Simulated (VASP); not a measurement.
# TaAs: does spin-orbit coupling change the cell?

Aim: relax TaAs with and without spin-orbit coupling. The starting structure is a computed structure from the Materials Project. The first relaxation on each setting starts from this cell expanded by 3 % in volume.

Main program and level: VASP 6.6.1; Kohn-Sham DFT with plane waves and PAW; PBEsol and PBEsol + spin-orbit coupling.

## (1) Set-up

The structure is tetragonal, space group I4_1md (No. 109). Conventional cell: a = 3.444 Å, b = 3.444 Å, c = 11.736 Å, α = 90.00°, β = 90.00°, γ = 90.00°. Nearest to Ta lie 6 As at 2.61 to 2.62 Å. Nearest to As lie 6 Ta at 2.61 to 2.62 Å. Farther neighbours are not listed.

## (2) Relaxation without spin-orbit coupling

This run starts from the cell of an earlier relaxation, which isn't shown; the restart sets up the plane waves anew.

INCAR reads:

```
SYSTEM = TaAs
PREC = Accurate
ENCUT = 450
EDIFF = 1E-06
NELM = 100
ISMEAR = 0
SIGMA = 0.03
LREAL = .FALSE.
ALGO = Normal
GGA = PS
NBANDS = 22
LASPH = .TRUE.
LORBIT = 11
LWAVE = .FALSE.
LCHARG = .FALSE.
KPAR = 8
IBRION = 2
NSW = 50
ISIF = 3
EDIFFG = -0.006
```

POSCAR reads:

```
TaAs
1.0
    0.0000000000     -3.4281282481      0.0000000000
   -3.4281282481      0.0000000000      0.0000000000
    1.7140641240     -1.7140641240     -5.8201304982
Ta As
2 2
Direct
    0.5002576402      0.4997423598      0.9994847196
    0.2502576402      0.2497423598      0.4994847196
    0.0823417798      0.9176582202      0.8353164404
    0.8323417798      0.6676582202      0.3353164404
```

KPOINTS reads:

```
Automatic mesh
0
Gamma
6 6 6
0 0 0
```

The projector-augmented-wave data sets are Ta_pv and As (PBE family, release 64).

Started as:

```console
$ mpirun -np 8 vasp_std
```

Log:

```text
[banner, memory and clock lines left out]
running    8 mpi-ranks, on    1 nodes
 distrk:  each k-point on    1 cores,    8 groups
 distr:  one band on    1 cores,    1 groups

 POSCAR found type information on POSCAR TaAs
 POSCAR found :  2 types and       4 ions
|                                                                             |
|           W    W    AA    RRRRR   N    N  II  N    N   GGGG   !!!           |
|           W    W   A  A   R    R  NN   N  II  NN   N  G    G  !!!           |
|           W    W  A    A  R    R  N N  N  II  N N  N  G       !!!           |
|           W WW W  AAAAAA  RRRRR   N  N N  II  N  N N  G  GGG   !            |
|           WW  WW  A    A  R   R   N   NN  II  N   NN  G    G                |
|           W    W  A    A  R    R  N    N  II  N    N   GGGG   !!!           |
|                                                                             |
|     For optimal performance we recommend to set                             |
|       NCORE = 2 up to number-of-cores-per-socket                            |
|     NCORE specifies how many cores store one orbital (NPAR=cpu/NCORE).      |
|     This setting can greatly improve the performance of VASP for DFT.       |
|     The default, NCORE=1 might be grossly inefficient on modern             |
|     multi-core architectures or massively parallel machines. Do your        |
|     Unfortunately you need to use the default for GW and RPA                |
|     calculations (for HF NCORE is supported but not extensively tested      |
|     yet).                                                                   |
|                                                                             |

|                                                                             |
|               ----> ADVICE to this user running VASP <----                  |
|                                                                             |
|     You enforced a specific xc type in the INCAR file but a different       |
|     [... a line on the potential file left out ...]
|     I HOPE YOU KNOW WHAT YOU ARE DOING!                                     |
|                                                                             |

 LDA part: xc-table for (Slater+PW92), standard interpolation
 POSCAR, INCAR and KPOINTS ok, starting setup
 FFT: planning ... GRIDC
 FFT: planning ... GRID_SOFT
 FFT: planning ... GRID
 WAVECAR not read
 entering main loop
       N       E                     dE             d eps       ncg     rms          rms(c)
DAV:   1     0.220768911044E+03    0.22077E+03   -0.15519E+04  1320   0.126E+03
DAV:   2    -0.301293536787E+02   -0.25090E+03   -0.24106E+03  1538   0.350E+02
DAV:   3    -0.393692856095E+02   -0.92399E+01   -0.89949E+01  1680   0.607E+01
DAV:   4    -0.395235961486E+02   -0.15431E+00   -0.15334E+00  1646   0.727E+00
DAV:   5    -0.395266148789E+02   -0.30187E-02   -0.30170E-02  1682   0.834E-01    0.222E+01
DAV:   6    -0.378388885171E+02    0.16877E+01   -0.49824E+00  1634   0.137E+01    0.954E+00
DAV:   7    -0.377212393072E+02    0.11765E+00   -0.50809E-01  1830   0.454E+00    0.259E+00
DAV:   8    -0.377019089083E+02    0.19330E-01   -0.45170E-02  1626   0.102E+00    0.251E-01
DAV:   9    -0.377016352773E+02    0.27363E-03   -0.32620E-03  1668   0.310E-01    0.105E-01
DAV:  10    -0.377015982637E+02    0.37014E-04   -0.29373E-04  1602   0.142E-01    0.171E-02
DAV:  11    -0.377015962489E+02    0.20148E-05   -0.31574E-05  1706   0.281E-02    0.118E-02
DAV:  12    -0.377015933794E+02    0.28695E-05   -0.87780E-06  1650   0.204E-02    0.104E-03
DAV:  13    -0.377015933478E+02    0.31521E-07   -0.32164E-07   900   0.377E-03
   1 F= -.37701593E+02 E0= -.37701576E+02  d E =-.377016E+02
 curvature:   0.00 expect dE= 0.000E+00 dE for cont linesearch  0.000E+00
 trial: gam= 0.00000 g(F)=  0.439E-05 g(S)=  0.701E-05 ort = 0.000E+00 (trialstep = 0.100E+01)
 search vector abs. value=  0.114E-04
 reached required accuracy - stopping structural energy minimisation
```

Wall time 5 s (8 MPI ranks of Intel Xeon 6975P-C (Granite Rapids), shared host); peak memory 1.4 GiB; 31 s of CPU time.

The logs omit lines about the potential files and the build; timing stands in the text.

OUTCAR, selected parts (step 2):

```text
ion  position               nearest neighbor table
   1  0.500  0.500  0.999-   4 2.60   4 2.60   3 2.61   3 2.61   3 2.61   3 2.61   2 3.38   2 3.38
                             2 3.38   2 3.38
   2  0.250  0.250  0.499-   3 2.60   3 2.60   4 2.61   4 2.61   4 2.61   4 2.61   1 3.38   1 3.38
                             1 3.38   1 3.38
   3  0.082  0.918  0.835-   2 2.60   2 2.60   1 2.61   1 2.61   1 2.61   1 2.61
   4  0.832  0.668  0.335-   1 2.60   1 2.60   2 2.61   2 2.61   2 2.61   2 2.61

  LATTYP: Found a body centered tetragonal cell.
 ALAT       =     3.4281282481
 C/A-ratio  =     3.3955150315

 Subroutine GETGRP returns: Found  8 space group operations
 (whereof  4 operations were pure point group operations)

The static configuration has the point symmetry C_2v.
 The point group associated with its full space group is C_4v.

 Found     30 irreducible k-points:

   k-points           NKPTS =     30   k-points in BZ     NKDIM =     30   number of bands    NBANDS=     22

   dimension x,y,z NGX =    24 NGY =   24 NGZ =   48
   dimension x,y,z NGXF=    48 NGYF=   48 NGZF=   96

   ENCUT  =  450.0 eV  33.07 Ry    5.75 a.u.   5.93  5.93 10.91*2*pi/ulx,y,z

   NELECT =      32.0000    total number of electrons

 k-points in reciprocal lattice and weights: Automatic mesh
   0.00000000  0.00000000  0.00000000       0.005
   0.16666667  0.00000000  0.00000000       0.037
   0.33333333  0.00000000  0.00000000       0.037
   0.50000000  0.00000000  0.00000000       0.019
   0.16666667  0.16666667  0.00000000       0.019
   0.33333333  0.16666667  0.00000000       0.074
   0.50000000  0.16666667  0.00000000       0.074
  -0.33333333  0.16666667  0.00000000       0.074
  -0.16666667  0.16666667  0.00000000       0.037
[...]
-0.16666667  0.16666667  0.33333333       0.019
   0.00000000  0.00000000  0.50000000       0.005

 average (electrostatic) potential at core
       1 -35.8895       2 -35.8895       3 -47.4923       4 -47.4923

 E-fermi :   6.9451

 k-point     1 :       0.0000    0.0000    0.0000
  band No.  band energies     occupation
    ...
     12       4.4969      2.00000
     13       4.5701      2.00000
     14       4.9923      2.00000
     15       5.3461      2.00000
     16       5.3461      2.00000
     17       7.8932      0.00000
     18       8.5787      0.00000
     19       9.3706      0.00000
     20      10.1457      0.00000
     21      10.1457      0.00000
    ...

 k-point     2 :       0.1667    0.0000    0.0000
  band No.  band energies     occupation
    ...
     12       4.2367      2.00000
     13       4.8052      2.00000
     14       5.0302      2.00000
     15       5.1768      2.00000
     16       5.8325      2.00000
     17       7.5256      0.00000
     18       8.1725      0.00000
     19       8.8805      0.00000
     20       9.5718      0.00000
     21      10.0654      0.00000
    ...

 k-point     3 :       0.3333    0.0000    0.0000
  band No.  band energies     occupation
    ...
     12       3.7515      2.00000
     13       4.7093      2.00000
     14       4.9874      2.00000
     15       5.2430      2.00000
     16       6.5807      2.00000
     17       7.1689      0.00000
     18       8.2880      0.00000
     19       8.5313      0.00000
     20       9.2511      0.00000
     21       9.8013      0.00000
    ...

  Total        0.0165158      0.0165158     -0.0059638      0.0000000      0.0000000     -0.0000000
  in kB        0.3868690      0.3868690     -0.1396975      0.0000000      0.0000000     -0.0000000
  external PRESSURE =       0.2113468 kB  Pullay stress =       0.0000000 kB

  energy-cutoff  :      450.00
  volume of cell :       68.40
      direct lattice vectors                 reciprocal lattice vectors
     0.000000000 -3.428128248  0.000000000     0.000000000 -0.291704373  0.085908727
    -3.428128248  0.000000000  0.000000000    -0.291704373  0.000000000 -0.085908727
     1.714064124 -1.714064124 -5.820130498     0.000000000  0.000000000 -0.171817453

 POSITION                                       TOTAL-FORCE (eV/Angst)
 -----------------------------------------------------------------------------------
     -0.00000     -3.42813     -5.81713        -0.000000      0.000000     -0.004770
     -0.00000     -1.71406     -2.90707        -0.000000      0.000000     -0.004770
     -1.71406     -1.71406     -4.86165         0.000000     -0.000000      0.004770
     -1.71406     -3.42813     -1.95159         0.000000     -0.000000      0.004770
 -----------------------------------------------------------------------------------
    total drift:                                0.000000     -0.000000      0.000111

  FREE ENERGIE OF THE ION-ELECTRON SYSTEM (eV)
  ---------------------------------------------------
  free  energy   TOTEN  =       -37.7015933478 eV

  energy  without entropy=      -37.7015596225  energy(sigma->0) =      -37.70157649

 reached required accuracy - stopping structural energy minimisation

 total charge
# of ion       s       p       d       tot
------------------------------------------
    1        0.280   6.168   2.416   8.863
    2        0.280   6.168   2.416   8.863
    3        1.191   1.686   0.085   2.962
    4        1.191   1.686   0.085   2.962
--------------------------------------------------
tot          2.941  15.708   5.002  23.651

[... 3 further parts left out ...]
```

The PAW data sets were made with PBE, which is usual practice but a small mismatch for other functionals. The run keeps the 8 symmetry operations of its start, so it cannot find a distortion of lower symmetry.

Without spin-orbit coupling the relaxed cell holds 17.100 Å³ an atom, with a = 3.428 Å and c = 11.640 Å.

## (3) Relaxation with spin-orbit coupling

Against step 2 the input has LNONCOLLINEAR = .TRUE., MAGMOM = 0 0 0 0 0 0 0 0 0 0 0 0, GGA_COMPAT = .FALSE. and LSORBIT = .TRUE. (also changed: NBANDS and LMAXMIX). This run starts from the cell of an earlier relaxation, which isn't shown; the restart sets up the plane waves anew.

INCAR, as its differences from that of step 2:

```diff
@@ -10,4 +10,9 @@
 GGA = PS
-NBANDS = 22
+LNONCOLLINEAR = .TRUE.
+MAGMOM = 0 0 0 0 0 0 0 0 0 0 0 0
+NBANDS = 44
+GGA_COMPAT = .FALSE.
 LASPH = .TRUE.
+LSORBIT = .TRUE.
+LMAXMIX = 4
 LORBIT = 11
```

POSCAR reads:

```
TaAs
1.0
    0.0000000000     -3.4309003352      0.0000000000
   -3.4309003352      0.0000000000      0.0000000000
    1.7154501676     -1.7154501676     -5.8158679107
Ta As
2 2
Direct
    0.5002504570      0.4997495430      0.9994990861
    0.2502504570      0.2497495430      0.4994990861
    0.0823489630      0.9176510370      0.8353020739
    0.8323489630      0.6676510370      0.3353020739
```

KPOINTS is that of step 2.

Started as:

```console
$ mpirun -np 8 vasp_ncl
```

Log:

```text
[banner, memory and clock lines left out]
running    8 mpi-ranks, on    1 nodes
[...]
[... a notice as in an earlier step ...]

 [... a notice as in an earlier step ...]

 LDA part: xc-table for (Slater+PW92), standard interpolation
 POSCAR, INCAR and KPOINTS ok, starting setup
[...]
entering main loop
       N       E                     dE             d eps       ncg     rms          rms(c)
DAV:   1     0.249603503529E+03    0.24960E+03   -0.15105E+04  4224   0.127E+03
DAV:   2    -0.268572942369E+02   -0.27646E+03   -0.26486E+03  4792   0.369E+02
DAV:   3    -0.406996198266E+02   -0.13842E+02   -0.13482E+02  5308   0.757E+01
DAV:   4    -0.409870434224E+02   -0.28742E+00   -0.28439E+00  5372   0.102E+01
[...]
DAV:  11    -0.391547164199E+02    0.14640E-04   -0.19663E-04  5156   0.106E-01    0.991E-03
DAV:  12    -0.391547139058E+02    0.25141E-05   -0.82524E-06  5188   0.227E-02    0.574E-03
DAV:  13    -0.391547132951E+02    0.61075E-06   -0.11698E-06  3712   0.774E-03
   1 F= -.39154713E+02 E0= -.39154671E+02  d E =-.391547E+02  mag=     0.0000     0.0000    -0.0000
[...]
reached required accuracy - stopping structural energy minimisation
```

Run time: 24 s. Hardware: 8 MPI ranks; peak memory 3.1 GiB; 2.7 min of CPU time.

Parts of OUTCAR (step 3):

```text
  Total        0.0056432      0.0056432     -0.0015664      0.0000000      0.0000000      0.0000000
  in kB        0.1320699      0.1320699     -0.0366585      0.0000000      0.0000000      0.0000000
  external PRESSURE =       0.0758271 kB  Pullay stress =       0.0000000 kB

 POSITION                                       TOTAL-FORCE (eV/Angst)
 -----------------------------------------------------------------------------------
      0.00000     -3.43090     -5.81295        -0.000000     -0.000000     -0.000287
      0.00000     -1.71545     -2.90502         0.000000      0.000000     -0.000287
     -1.71545     -1.71545     -4.85801        -0.000000     -0.000000      0.000287
     -1.71545     -3.43090     -1.95007         0.000000      0.000000      0.000287
 -----------------------------------------------------------------------------------
    total drift:                                0.000001     -0.000001      0.000149

  FREE ENERGIE OF THE ION-ELECTRON SYSTEM (eV)
  ---------------------------------------------------
  free  energy   TOTEN  =       -39.1547132951 eV

  energy  without entropy=      -39.1546282731  energy(sigma->0) =      -39.15467078

 magnetization (x)
# of ion       s       p       d       tot
------------------------------------------
    1        0.000   0.000   0.000   0.000
    2        0.000   0.000   0.000   0.000
    3        0.000   0.000   0.000   0.000
    4        0.000   0.000   0.000   0.000
--------------------------------------------------
tot          0.000   0.000   0.000   0.000

 magnetization (y)
# of ion       s       p       d       tot
------------------------------------------
    1        0.000   0.000   0.000   0.000
    2        0.000   0.000   0.000   0.000
    3        0.000   0.000   0.000   0.000
    4        0.000   0.000   0.000   0.000
--------------------------------------------------
tot          0.000   0.000   0.000   0.000

 magnetization (z)
# of ion       s       p       d       tot
------------------------------------------
    1        0.000   0.000   0.000   0.000
    2        0.000   0.000   0.000   0.000
    3        0.000   0.000   0.000   0.000
    4        0.000   0.000   0.000   0.000
--------------------------------------------------
tot          0.000   0.000   0.000   0.000

[... 1 part as in an earlier step ...]

[... 3 further parts left out ...]
[key lines of the parts left out:]
E-fermi :   6.9842
```

With spin-orbit coupling the relaxed cell holds 17.115 Å³ an atom, with a = 3.431 Å and c = 11.632 Å.

## (4) Comparison

```
                        run  volume (Å³/atom)   a (Å)    c (Å)  pressure left (GPa)  core minutes
without spin-orbit coupling              17.1  3.4281  11.6403                0.021           4.8
   with spin-orbit coupling            17.115  3.4309  11.6317                0.008          25.7
```

Core minutes are wall time times ranks, summed over the relaxations behind a row (those for a bulk modulus apart), on shared hosts.

## (5) Results

```yaml
volume_without_spin_orbit_coupling: 17.100 Å³/atom
volume_with_spin_orbit_coupling: 17.115 Å³/atom
```

The run with spin-orbit coupling gives a volume +0.09 % from the one without (a +0.08 % and c -0.07 %). The relaxations stop with 0.021 and 0.008 GPa left; at a bulk modulus of 50 GPa, to name a scale, that difference alone shifts the volume by 0.03 %. The k mesh isn't tested here. GGA_COMPAT also differs between the two, which alone can make a change this small. Further runs on this material are not shown.

[Lines on the potential files, build, host, timing and source positions are cut from VASP's logs without a mark.]

[Logs are printed without paths, hosts, clocks, repeated set-up lines and the standing remarks that a program may print on its own settings, such as how far it seeks lower states.]

[Hosts, paths, dates, database ids (printed as entryN), source tags and the programs' standing remarks are cut or masked in the printed files.]
